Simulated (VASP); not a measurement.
Level of theory: PBEsol GGA, VASP's PBE PAW potentials (set 64) (plane waves; VASP 6.6.1).

VASP input:

POSCAR:
```
Ni3Fe
1
    3.4841768117     0.0000000000    -0.0000000000
    0.0000000000     3.4841768117    -0.0000000000
    0.0000000000     0.0000000000     3.4841768117
Fe Ni
1 3
Direct
  0.0000000000   0.0000000000   0.0000000000
  0.0000000000   0.5000000000   0.5000000000
  0.5000000000   0.0000000000   0.5000000000
  0.5000000000   0.5000000000   0.0000000000
```

**INCAR**
```
# general
SYSTEM =Ni3Fe
PREC   =Accurate
ENCUT  =400
LREAL  =F   # projection in real space or not
LASPH  =T

# electronic loop
EDIFF  =1E-7
NELM   =100
ALGO   =Normal
LMAXMIX=4   # l cut-off of mixed one-centre charges

# smearing
ISMEAR =-5   # tetrahedra, Bloechl

# functional
GGA    =PS

# spin
ISPIN  =2   # spin-polarised
MAGMOM =2.8 3*0.6

# ions
ISIF   =2

# output
LWAVE  =F
LCHARG =T
LORBIT =11   # lm-projected
NEDOS  =601

# other
LEFG   =T
```

**KPOINTS**
```
Automatic mesh
0
Gamma
10 10 10
0 0 0
```

POTCAR, in this order: Fe Ni (PBE.64 set). Program: vasp_std.

The run wrote:

File OSZICAR:
```
       N       E                     dE             d eps       ncg     rms          rms(c)
DAV:   1     0.211859298789E+03    0.21186E+03   -0.14669E+04  5912   0.178E+03
DAV:   2    -0.210812741775E+02   -0.23294E+03   -0.22497E+03  5617   0.344E+02
DAV:   3    -0.323533817217E+02   -0.11272E+02   -0.10751E+02  5783   0.106E+02
DAV:   4    -0.325211507820E+02   -0.16777E+00   -0.16657E+00  6121   0.130E+01
DAV:   5    -0.325259289642E+02   -0.47782E-02   -0.47712E-02  7755   0.182E+00    0.229E+01
DAV:   6    -0.287952630709E+02    0.37307E+01   -0.45189E+01  5733   0.102E+02    0.160E+01
DAV:   7    -0.308811977526E+02   -0.20859E+01   -0.16753E+01  6563   0.103E+02    0.239E+01
DAV:   8    -0.276187477607E+02    0.32624E+01   -0.13411E+01  6616   0.556E+01    0.487E+00
DAV:   9    -0.276808106467E+02   -0.62063E-01   -0.55032E-01  6389   0.925E+00    0.310E+00
DAV:  10    -0.276514707201E+02    0.29340E-01   -0.78947E-02  7370   0.718E+00    0.149E+00
DAV:  11    -0.276476292486E+02    0.38415E-02   -0.21527E-02  8647   0.187E+00    0.845E-01
DAV:  12    -0.276483627611E+02   -0.73351E-03   -0.33541E-03  7368   0.129E+00    0.250E-01
DAV:  13    -0.276482151256E+02    0.14764E-03   -0.81080E-04  7346   0.369E-01    0.841E-02
DAV:  14    -0.276481933529E+02    0.21773E-04   -0.10209E-04  7230   0.189E-01    0.462E-02
DAV:  15    -0.276482241801E+02   -0.30827E-04   -0.27822E-05  8078   0.106E-01    0.996E-03
DAV:  16    -0.276482332420E+02   -0.90619E-05   -0.31038E-06  6152   0.210E-02    0.452E-03
DAV:  17    -0.276482329763E+02    0.26574E-06   -0.30832E-07  4932   0.115E-02    0.886E-04
DAV:  18    -0.276482331742E+02   -0.19798E-06   -0.47405E-08  3020   0.263E-03    0.751E-04
DAV:  19    -0.276482331466E+02    0.27657E-07   -0.11991E-08  3018   0.225E-03
   1 F= -.27648233E+02 E0= -.27648233E+02  d E =0.000000E+00  mag=     4.6169
```

OUTCAR:
```
------------------------ aborting loop because EDIFF is reached ----------------------------------------
  FORCE on cell =-STRESS in cart. coord.  units (eV):
  Direction    XX          YY          ZZ          XY          YZ          ZX
  --------------------------------------------------------------------------------------
  Total       -0.0077379     -0.0077379     -0.0077379      0.0000000      0.0000000     -0.0000000
  in kB       -0.2931103     -0.2931103     -0.2931103      0.0000000      0.0000000     -0.0000000
  external PRESSURE =      -0.2931103 kB  Pullay stress =       0.0000000 kB
  volume of cell :       42.30
      direct lattice vectors                 reciprocal lattice vectors
     3.484176812  0.000000000  0.000000000     0.287011841  0.000000000  0.000000000
     0.000000000  3.484176812  0.000000000     0.000000000  0.287011841  0.000000000
     0.000000000  0.000000000  3.484176812     0.000000000  0.000000000  0.287011841
 POSITION                                       TOTAL-FORCE (eV/Angst)
 -----------------------------------------------------------------------------------
      0.00000      0.00000      0.00000         0.000000      0.000000      0.000000
      0.00000      1.74209      1.74209         0.000000      0.000000      0.000000
      1.74209      0.00000      1.74209         0.000000      0.000000      0.000000
      1.74209      1.74209      0.00000         0.000000      0.000000      0.000000
 -----------------------------------------------------------------------------------
    total drift:                                0.000000     -0.000000     -0.000000
  FREE ENERGIE OF THE ION-ELECTRON SYSTEM (eV)
  ---------------------------------------------------
  free  energy   TOTEN  =       -27.6482331466 eV

  energy  without entropy=      -27.6482331466  energy(sigma->0) =      -27.64823315

 total charge

# of ion       s       p       d       tot
------------------------------------------
    1        0.498   0.548   6.153   7.199
    2        0.528   0.561   8.345   9.434
    3        0.528   0.561   8.345   9.434
    4        0.528   0.561   8.345   9.434
--------------------------------------------------
tot          2.083   2.232  31.187  35.502

 magnetization (x)

# of ion       s       p       d       tot
------------------------------------------
    1        0.010   0.001   2.813   2.823
    2       -0.016  -0.042   0.654   0.595
    3       -0.016  -0.042   0.654   0.595
    4       -0.016  -0.042   0.654   0.595
--------------------------------------------------
tot         -0.038  -0.126   4.774   4.609
```
(Selected blocks of OUTCAR.)

For a metal the tetrahedron method with Blöchl corrections gives inexact stress and forces.

The compound is Ni3Fe in the L1_2 structure. It was relaxed first, which changed the volume by -5 %.
